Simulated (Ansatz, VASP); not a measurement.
**Sb2N: VASP beside Ansatz**

```
Sb N
1.0
     3.40517    0.00000    0.00000
     0.00000    3.40517    0.00000
     0.00000    0.00000    4.99567
Sb N
2 1
Direct
  0.50000 0.50000 0.50000
  0.00000 0.00000 0.00000
  0.00000 0.00000 0.50000
```

Alike in both runs: task relaxation of cell and atoms; functional PBE; k mesh 6 × 6 × 4; occupations gaussian, width 0.1 eV; no spin polarisation.

```csv
,VASP,Ansatz
version,VASP 6.6.1,Ansatz 0.2.0
potentials or method,"VASP PAW PBE potentials, release 64 (Sb, N)","scalar-relativistic, plane waves, PAW"
plane-wave cutoff (eV),600,420
valence electrons in the cell,15,35
```

VASP gave:

* gap on the k mesh at the Fermi level, each at its own relaxed structure (eV): none
* relaxed volume (Å³/atom): 19.56
* relaxed cell length with the largest relative difference (Å): 3.445
* energy change over the relaxation (meV/atom): -3

**Question.** Estimate Ansatz's values.

**Answer.** gap on the k mesh at the Fermi level, each at its own relaxed structure (eV): none; relaxed volume (Å³/atom): 19.64; relaxed cell length with the largest relative difference (Å): 3.450; energy change over the relaxation (meV/atom): -4.

A gap of «none» marks a metal or a gap that the smearing closes. The two sets of potentials don't hold the same shells in valence.

The runs have no spin-orbit coupling, so splittings on Sb are missing.
